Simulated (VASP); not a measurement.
OSZICAR of a VASP run on InP (zinc blende):

File OSZICAR:
```
       N       E                     dE             d eps       ncg     rms          rms(c)
DAV:   1     0.115779069405E+03    0.11578E+03   -0.86327E+03   520   0.158E+03
DAV:   2    -0.556093721809E+00   -0.11634E+03   -0.11154E+03   540   0.328E+02
DAV:   3    -0.855638614609E+01   -0.80003E+01   -0.79393E+01   665   0.900E+01
DAV:   4    -0.879148790113E+01   -0.23510E+00   -0.23484E+00   635   0.170E+01
DAV:   5    -0.880400523924E+01   -0.12517E-01   -0.12517E-01   769   0.348E+00    0.563E+00
DAV:   6    -0.840937702318E+01    0.39463E+00   -0.75050E-01   758   0.158E+01    0.346E+00
DAV:   7    -0.838139394362E+01    0.27983E-01   -0.20316E-01   739   0.396E+00    0.125E+00
DAV:   8    -0.838160666167E+01   -0.21272E-03   -0.17257E-02   655   0.194E+00    0.371E-01
DAV:   9    -0.838232320181E+01   -0.71654E-03   -0.22642E-03   653   0.733E-01    0.194E-01
DAV:  10    -0.838237050380E+01   -0.47302E-04   -0.21445E-04   693   0.129E-01    0.136E-01
DAV:  11    -0.838242003260E+01   -0.49529E-04   -0.34688E-05   585   0.464E-02    0.473E-02
DAV:  12    -0.838243607058E+01   -0.16038E-04   -0.44611E-05   598   0.115E-01    0.215E-02
DAV:  13    -0.838243628888E+01   -0.21830E-06   -0.19794E-06   533   0.146E-02
   1 F= -.90065694E+01 E0= -.90065694E+01  d E =-.900657E+01
       N       E                     dE             d eps       ncg     rms          rms(c)
DAV:   1    -0.843924119181E+01   -0.56805E-01   -0.11459E+00   650   0.243E+01    0.139E+00
DAV:   2    -0.840174150670E+01    0.37500E-01   -0.77392E-02   665   0.705E+00    0.502E-01
DAV:   3    -0.839505577844E+01    0.66857E-02   -0.21140E-02   670   0.341E+00    0.289E-01
DAV:   4    -0.839504059174E+01    0.15187E-04   -0.90205E-04   545   0.329E-01    0.222E-01
DAV:   5    -0.839489222104E+01    0.14837E-03   -0.10850E-04   645   0.111E-01    0.879E-02
DAV:   6    -0.839486848815E+01    0.23733E-04   -0.47402E-05   785   0.763E-02    0.174E-02
DAV:   7    -0.839486986302E+01   -0.13749E-05   -0.47710E-06   600   0.253E-02    0.469E-03
DAV:   8    -0.839487063063E+01   -0.76761E-06   -0.34784E-07   285   0.873E-03
   2 F= -.90075294E+01 E0= -.90075294E+01  d E =-.960014E-03
       N       E                     dE             d eps       ncg     rms          rms(c)
DAV:   1    -0.839643151260E+01   -0.15616E-02   -0.12748E-01   650   0.787E+00    0.481E-01
DAV:   2    -0.839209110853E+01    0.43404E-02   -0.91692E-03   665   0.250E+00    0.167E-01
DAV:   3    -0.839136440148E+01    0.72671E-03   -0.22471E-03   670   0.112E+00    0.996E-02
DAV:   4    -0.839136511222E+01   -0.71074E-06   -0.95712E-05   535   0.105E-01    0.741E-02
DAV:   5    -0.839136080524E+01    0.43070E-05   -0.12532E-05   700   0.378E-02    0.267E-02
DAV:   6    -0.839136480923E+01   -0.40040E-05   -0.48012E-06   766   0.275E-02    0.729E-03
DAV:   7    -0.839136349080E+01    0.13184E-05   -0.45879E-07   295   0.999E-03    0.134E-03
DAV:   8    -0.839136327825E+01    0.21255E-06   -0.17791E-07   260   0.747E-03
   3 F= -.90078604E+01 E0= -.90078604E+01  d E =-.129099E-02
```

Question: Which electronic solver shows in the log?

Answer: It is blocked Davidson (ALGO = Normal, or the opening steps of other solvers). The INCAR had ALGO = Normal.

Question: Can the final energy be trusted as converged?

Answer: Self-consistency was reached. It stopped with EDIFF = 1E-6, NELM = 100, NSW = 60 and EDIFFG = -0.01 after 3 ionic steps (PBE GGA with D3 dispersion (Becke-Johnson damping), plane waves, VASP's PBE PAW potentials (set 64)).

The compound is InP in the zinc blende structure. This run relaxes it. Symmetry was kept, so distortions that lower it aren't found.
